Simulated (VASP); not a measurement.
Given:

```
CdSe
1.0
    0.00000     3.06225     3.06225
    3.06225     0.00000     3.06225
    3.06225     3.06225     0.00000
Cd Se
1 1
Cartesian
  0.00000   0.00000   0.00000
  1.53113   1.53113   1.53113
```

Level of theory: PBE GGA with D4 dispersion, VASP's PBE PAW potentials (set 64) (plane waves; VASP). Numerical set-up: 520 eV cut-off, Gaussian smearing of 0.050 eV, potentials Cd Se.

Problem. Give the energies of bands 7 to 11 at the high-symmetry points, in eV from the valence-band maximum.

Solution. 
```tsv
band	Γ	X	U	L	W
7	0.00	-3.99	-3.92	-4.27	-3.89
8	0.00	-1.78	-2.43	-0.72	-2.16
9	0.00	-1.78	-1.46	-0.72	-2.12
10	0.57	3.18	3.71	2.37	4.95
11	5.93	3.74	5.12	6.44	5.22
```

The gap is direct, 0.57 eV, from the valence maximum at Γ to the conduction minimum at Γ.

The compound is CdSe in the zinc blende structure, whereas wurtzite is the usual form. It was relaxed first.
